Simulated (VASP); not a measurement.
Data:

```yaml
crystal:
  lattice:
    - [1.87800, -3.25280, 0.00000]
    - [1.87800, 3.25280, 0.00000]
    - [0.00000, 0.00000, 4.89514]
  atoms:
    - { symbol: Pt, position: [0.00000, 0.00000, 0.00000] }
    - { symbol: Se, position: [0.33333, 0.66667, 0.25983] }
    - { symbol: Se, position: [0.66667, 0.33333, 0.74017] }
```

These are PBEsol GGA, VASP's PBE PAW potentials (set 64) (plane waves; VASP 6.6.1) values and carry that method's errors. Run with 400 eV cut-off, 11×11×7 Γ-centred mesh, tetrahedra with Blöchl corrections, potentials Pt Se.

Without a dispersion term in the relaxation, distances and binding between the weakly bound layers, chains or molecules are unreliable, and so is what depends on them.  Unless said otherwise, spin-orbit coupling is left out, though it shifts the bands of the heavy elements here.

Task: What does the run give for the energy per atom (σ→0), band gap (on the k-mesh) with the smallest direct gap where there is one?

Result: 
The band gap (on the k-mesh) comes out as none (metal, semimetal or under 0.01 eV) and the energy per atom (σ→0) comes out as -511.5 kJ/mol of atoms.

Total energies compare only between runs with the same potentials, cut-off and functional.

The compound is PtSe2 in the 1T layered structure. It was relaxed first.
